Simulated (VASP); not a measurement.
# ScBPd3 (Pm-3m) in VASP: reference runs, part 2 of 2

VASP 6.6.1. Earlier steps stand in the parts before.

### Step 3. Single point, PBE (atoms moved at random, drawn with an rms of 0.05 Å)

File INCAR:

```
ALGO = Normal
EDIFF = 1E-7
ENCUT = 520
GGA = PE
ISIF = 2
ISMEAR = -1
LASPH = True
LCHARG = True
LELF = True
LREAL = False
LVHAR = True
LWAVE = False
NBANDS = 30
NELM = 60
PREC = Accurate
SIGMA = 0.05
```

File KPOINTS:

```
k-points
0
Gamma
  6 6 6
```

File POSCAR:

```
ScBPd3
1.0
    4.2349570000      0.0000000000      0.0000000000
    0.0000000000      4.2349570000      0.0000000000
    0.0000000000      0.0000000000      4.2349570000
Pd Sc B
3 1 1
Direct
    0.4909090000      0.0068170000      0.4982430000
    0.5066300000      0.4889220000     -0.0118760000
   -0.0103950000      0.5037510000      0.4940670000
   -0.0115570000     -0.0003150000      0.0041550000
    0.5000940000      0.5050910000      0.4883260000
```

Potentials or basis: VASP PAW PBE potentials, release 64 (Pd, Sc_sv, B).

Started as:

```sh
$ cat potpaw_PBE.64/Pd/POTCAR potpaw_PBE.64/Sc_sv/POTCAR potpaw_PBE.64/B/POTCAR > POTCAR
$ mpirun -np 1 vasp_std > vasp.out
```

OUTCAR:

```text
EDIFF = 1E-7
   ENCUT = 520
   GGA = PE
   ISIF = 2
   ISMEAR = -1
   LASPH = True
   LREAL = False
   NELM = 60
   PREC = Accurate

 ion  position               nearest neighbor table
   1  0.491  0.007  0.498-   5 2.11   5 2.13   2 2.91   4 2.97   2 2.97   3 2.98   4 2.98   3 2.99
                             3 3.00   4 3.01   3 3.01   2 3.02   4 3.02   2 3.08
   2  0.507  0.489  0.988-   5 2.12   5 2.12   4 2.91   1 2.91   3 2.93   3 2.96   1 2.97   4 2.97
                             4 3.02   1 3.02   3 3.03   3 3.06   1 3.08   4 3.08
   3  0.990  0.504  0.494-   5 2.07   5 2.16   2 2.93   4 2.95   2 2.96   4 2.98   1 2.98   1 2.99
                             1 3.00   1 3.01   4 3.01   2 3.03   4 3.04   2 3.06
   4  0.988  1.000  0.004-   2 2.91   3 2.95   1 2.97   2 2.97   3 2.98   1 2.98   1 3.01   3 3.01
                             2 3.02   1 3.02   3 3.04   2 3.08
   5  0.500  0.505  0.488-   3 2.07   1 2.11   2 2.12   2 2.12   1 2.13   3 2.16

  LATTYP: Found a simple cubic cell.
 ALAT       =     4.2349570000

  Lattice vectors:

 A1 = (   4.2349570000,   0.0000000000,   0.0000000000)
 A2 = (   0.0000000000,   4.2349570000,   0.0000000000)
 A3 = (   0.0000000000,   0.0000000000,   4.2349570000)

Analysis of symmetry for initial positions (statically):
=====================================================================
 Subroutine PRICEL returns:
 Original cell was already a primitive cell.

 Routine SETGRP: Setting up the symmetry group for a
 simple cubic supercell.

 Subroutine GETGRP returns: Found  1 space group operations
 (whereof  1 operations were pure point group operations)
 out of a pool of 48 trial point group operations.

The static configuration has the point symmetry C_1 .

Analysis of symmetry for dynamics (positions and initial velocities):
=====================================================================
 Subroutine PRICEL returns:
 Original cell was already a primitive cell.

 Routine SETGRP: Setting up the symmetry group for a
 simple cubic supercell.

 Subroutine GETGRP returns: Found  1 space group operations
 (whereof  1 operations were pure point group operations)
 out of a pool of 48 trial point group operations.

The dynamic configuration has the point symmetry C_1 .

 Subroutine INISYM returns: Found  1 space group operations
 (whereof  1 operations are pure point group operations),
 and found     1 'primitive' translations

----------------------------------------------------------------------------------------

                                     Primitive cell

  volume of cell :      75.9534

  direct lattice vectors                    reciprocal lattice vectors
     4.234957000  0.000000000  0.000000000     0.236129906  0.000000000  0.000000000
     0.000000000  4.234957000  0.000000000     0.000000000  0.236129906  0.000000000
     0.000000000  0.000000000  4.234957000     0.000000000  0.000000000  0.236129906

  length of vectors
     4.234957000  4.234957000  4.234957000     0.236129906  0.236129906  0.236129906

  position of ions in fractional coordinates (direct lattice)
     0.490909000  0.006817000  0.498243000
     0.506630000  0.488922000  0.988124000
     0.989605000  0.503751000  0.494067000
     0.988443000  0.999685000  0.004155000
[... 37 lines left out ...]
            Coordinates               Weight
  0.000000  0.000000  0.000000      1.000000
  0.166667  0.000000  0.000000      2.000000
  0.000000  0.166667  0.000000      2.000000
  0.000000  0.000000  0.166667      2.000000
  0.333333  0.000000  0.000000      2.000000
  0.000000  0.333333  0.000000      2.000000
[... 16 lines left out ...]
  0.000000 -0.333333  0.166667      2.000000
 -0.166667  0.000000  0.333333      2.000000
 [... further k-points ...]
   k-points           NKPTS =    112   k-points in BZ     NKDIM =    112   number of bands    NBANDS=     30
   number of dos      NEDOS =    301   number of ions     NIONS =      5
   total plane-waves  NPLWV =  32768
   dimension x,y,z NGX =    32 NGY =   32 NGZ =   32
   dimension x,y,z NGXF=    64 NGYF=   64 NGZF=   64
   ions per type =               3   1   1
   NGX,Y,Z   is equivalent  to a cutoff of  12.56, 12.56, 12.56 a.u.
   NGXF,Y,Z  is equivalent  to a cutoff of  25.12, 25.12, 25.12 a.u.
 SYSTEM =  unknown system
   PREC   = accura    normal or accurate (medium, high low for compatibility)
   ISTART =      0    job   : 0-new  1-cont  2-samecut
   ICHARG =      2    charge: 1-file 2-atom 10-const
   ISPIN  =      1    spin polarized calculation?
   LNONCOLLINEAR =      F non collinear calculations
   LSORBIT =      F    spin-orbit coupling
   LASPH  =      T    aspherical Exc in radial PAW
   ENCUT  =  520.0 eV  38.22 Ry    6.18 a.u.   7.87  7.87  7.87*2*pi/ulx,y,z
   NELM   =     60;   NELMIN=  2; NELMDL= -5     # of ELM steps
   EDIFF  = 0.1E-06   stopping-criterion for ELM
   LREAL  =      F    real-space projection
   EDIFFG = 0.1E-05   stopping-criterion for IOM
   NSW    =      0    number of steps for IOM
   IBRION =     -1    ionic relax: 0-MD 1-quasi-New 2-CG
   NFREE  =      0    steps in history (QN), initial steepest desc. (CG)
   ISIF   =      2    stress and relaxation
   ISYM   =      2    0-nonsym 1-usesym 2-fastsym
   POTIM  = 0.5000    time-step for ionic-motion
   TEBEG  =    0.0;   TEEND  =   0.0 temperature during run
   PSTRESS=    0.0 pullay stress
   NELECT =      44.0000    total number of electrons
   NUPDOWN=      -1.0000    fix difference up-down
   EMIN   =  10.00;   EMAX   =-10.00  energy-range for DOS
   EFERMI =   0.00;   METHOD = LEGACY
   ISMEAR =    -1;   SIGMA  =   0.05  broadening in eV -4-tet -1-fermi 0-gaus
   EFERMI_NEDOS =   21; number of points for ismear=-14 and -15
   IALGO  =     38    algorithm
   IMIX   =      4    mixing-type and parameters
     AMIX     =   0.40;   BMIX     =  1.00
     AMIX_MAG =   1.60;   BMIX_MAG =  1.00
  volume/ion in A,a.u.               =      15.19       102.51
  Fermi-wavevector in a.u.,A,eV,Ry     =   1.364719  2.578946 25.340296  1.862459
  Thomas-Fermi vector in A             =   2.491011
   LORBIT       =      0    0 simple, 1 ext, 2 COOP (PROOUT), +10 PAW based schemes
   GGA     = PE    functional components
   LHFCALC =     F    Hartree Fock is set to
   AEXX    =    0.0000 exact exchange contribution
   IVDW    =     0    specifies the selected vdW correction
   LEPSILON=     F    determine dielectric tensor
   LRPA    =     F    only Hartree local field effects (RPA)
 non-spin polarized calculation
  energy-cutoff  :      520.00
  volume of cell :       75.95
 maximum number of plane-waves:      2103
   NGX = 15   NGY = 15   NGZ = 15

 number of electron      44.0000006 magnetization

 Free energy of the ion-electron system (eV)
  ---------------------------------------------------
  ext. energy  EPLUGINS =         0.00000000
  ---------------------------------------------------
  free energy    TOTEN  =       -31.31051062 eV

  energy without entropy =      -31.28310056  energy(sigma->0) =      -31.29680559

 E-fermi :   8.1645     XC(G=0): -12.0072

 val. band max:        8.1575441723   @ k =   0.3333   0.3333   0.3333
 cond. band min:       8.1770444102   @ k =   0.0000  -0.1667   0.1667
 fundamental gap:      0.0195002379
 Fermi energy:         8.1644804227

 k-point     1 :       0.0000    0.0000    0.0000
  band No.  band energies     occupation
      1     -42.6535      2.00000
      2     -21.2181      2.00000
      3     -21.2174      2.00000
      4     -21.2156      2.00000
      5      -2.3124      2.00000
      6       2.1018      2.00000
[... 781 lines left out ...]
     29      12.5388      0.00000
     30      13.8712      0.00000

 [... further k-points ...]

------------------------ aborting loop because EDIFF is reached ----------------------------------------

  FORCE on cell =-STRESS in cart. coord.  units (eV):
  Direction    XX          YY          ZZ          XY          YZ          ZX
  --------------------------------------------------------------------------------------
  -------------------------------------------------------------------------------------
  Total       -0.2416301     -0.2931940     -0.2797816     -0.0175084      0.0626102     -0.0320800
  in kB       -5.0969998     -6.1846996     -5.9017764     -0.3693258      1.3207134     -0.6767020
  external PRESSURE =      -5.7278253 kB  Pullay stress =       0.0000000 kB

 VOLUME and BASIS-vectors are now :
 -----------------------------------------------------------------------------
  energy-cutoff  :      520.00
  volume of cell :       75.95
      direct lattice vectors                 reciprocal lattice vectors
     4.234957000  0.000000000  0.000000000     0.236129906  0.000000000  0.000000000
     0.000000000  4.234957000  0.000000000     0.000000000  0.236129906  0.000000000
     0.000000000  0.000000000  4.234957000     0.000000000  0.000000000  0.236129906

 POSITION                                       TOTAL-FORCE (eV/Angst)
 -----------------------------------------------------------------------------------
      2.07898      0.02887      2.11004        -0.077822     -0.206030      0.006847
      2.14556      2.07056      4.18466        -0.138210      0.072771      0.121572
      4.19093      2.13336      2.09235         0.545074      0.011877      0.025789
      4.18601      4.23362      0.01760         0.098974     -0.022834     -0.088143
      2.11788      2.13904      2.06804        -0.428016      0.144215     -0.066064
 -----------------------------------------------------------------------------------
    total drift:                               -0.000003      0.000137     -0.000089

  FREE ENERGIE OF THE ION-ELECTRON SYSTEM (eV)
  ---------------------------------------------------
  free  energy   TOTEN  =       -31.3105106192 eV

  energy  without entropy=      -31.2831005641  energy(sigma->0) =      -31.29680559
```

OSZICAR:

```text
N       E                     dE             d eps       ncg     rms          rms(c)
DAV:   1     0.392381192988E+03    0.39238E+03   -0.20327E+04  6728   0.150E+03
DAV:   2    -0.134662227038E+01   -0.39373E+03   -0.37811E+03  6750   0.416E+02
DAV:   3    -0.341465721340E+02   -0.32800E+02   -0.30285E+02  9968   0.108E+02
DAV:   4    -0.354914150313E+02   -0.13448E+01   -0.13292E+01 10024   0.243E+01
DAV:   5    -0.355036906837E+02   -0.12276E-01   -0.12255E-01  7864   0.194E+00    0.172E+01
DAV:   6    -0.314996833811E+02    0.40040E+01   -0.93485E+00  9946   0.251E+01    0.510E+00
DAV:   7    -0.313910325275E+02    0.10865E+00   -0.10712E+00  9962   0.727E+00    0.321E+00
DAV:   8    -0.313364558971E+02    0.54577E-01   -0.17358E-01 10108   0.355E+00    0.216E+00
DAV:   9    -0.313165542276E+02    0.19902E-01   -0.91120E-02  9758   0.249E+00    0.544E-01
DAV:  10    -0.313123445762E+02    0.42097E-02   -0.39190E-02  8186   0.111E+00    0.348E-01
DAV:  11    -0.313107626241E+02    0.15820E-02   -0.58384E-03  9708   0.836E-01    0.144E-01
DAV:  12    -0.313105496682E+02    0.21296E-03   -0.11985E-03  8196   0.285E-01    0.544E-02
DAV:  13    -0.313105362489E+02    0.13419E-04   -0.33967E-04  9466   0.233E-01    0.300E-02
DAV:  14    -0.313105108606E+02    0.25388E-04   -0.60587E-05  9420   0.961E-02    0.371E-03
DAV:  15    -0.313105109903E+02   -0.12968E-06   -0.15960E-06  9044   0.102E-02    0.258E-03
DAV:  16    -0.313105108751E+02    0.11523E-06   -0.14836E-07  6686   0.504E-03    0.152E-03
DAV:  17    -0.313105106189E+02    0.25614E-06   -0.16001E-07  5944   0.252E-03    0.280E-04
DAV:  18    -0.313105106192E+02   -0.23783E-09   -0.18407E-08  4296   0.143E-03
   1 F= -.31310511E+02 E0= -.31296806E+02  d E =-.274101E-01
```

It took 2.4 min on 1 thread of AMD EPYC 9R45 (Zen 5), shared host; peak memory 0.33 GiB.

Results:

```yaml
Free_energy: -31.3105 eV
Pressure: -0.6 GPa
Largest_force: 0.546 eV/Å
Band_gap_on_the_k_mesh: none (metal or under the smearing width)
```

Forces on the atoms (eV/Å):
```
Pd  -0.078 -0.206  0.007
Pd  -0.138  0.073  0.122
Pd   0.545  0.012  0.026
Sc   0.099 -0.023 -0.088
B   -0.428  0.144 -0.066
```

Stress tensor (GPa, compression positive):
```
-0.51 -0.04 -0.07
-0.04 -0.62  0.13
-0.07  0.13 -0.59
```

Levels at points of the mesh, in eV from the Fermi level:
| k point | band 18 | band 19 | band 20 | band 21 | band 22 | band 23 | band 24 | band 25 | band 26 | band 27 |
| --- | --- | --- | --- | --- | --- | --- | --- | --- | --- | --- |
| (0.00, 0.00, 0.00) | -1.65 | -1.54 | -1.53 | -1.48 | -1.39 | -1.28 | 1.22 | 1.23 | 2.12 | 2.12 |
| (0.50, 0.00, 0.00) | -2.68 | -2.67 | -2.26 | -1.54 | 0.26 | 0.27 | 0.94 | 1.43 | 1.82 | 1.83 |
| (0.00, 0.50, 0.00) | -2.68 | -2.67 | -2.26 | -1.54 | 0.26 | 0.27 | 0.94 | 1.42 | 1.81 | 1.82 |
| (0.00, 0.00, 0.50) | -2.67 | -2.65 | -2.25 | -1.53 | 0.25 | 0.25 | 0.93 | 1.42 | 1.79 | 1.82 |
| (0.50, 0.50, 0.00) | -2.76 | -2.56 | -2.39 | -1.46 | -0.32 | -0.32 | 0.86 | 0.87 | 1.42 | 1.67 |
| (0.00, 0.50, 0.50) | -2.79 | -2.57 | -2.39 | -1.45 | -0.33 | -0.33 | 0.88 | 0.89 | 1.42 | 1.69 |
| (0.50, 0.00, 0.50) | -2.79 | -2.57 | -2.39 | -1.45 | -0.33 | -0.33 | 0.88 | 0.89 | 1.42 | 1.69 |
| (0.50, 0.50, 0.50) | -1.66 | -1.65 | -1.64 | -0.10 | -0.09 | -0.09 | 0.32 | 0.32 | 0.33 | 1.91 |
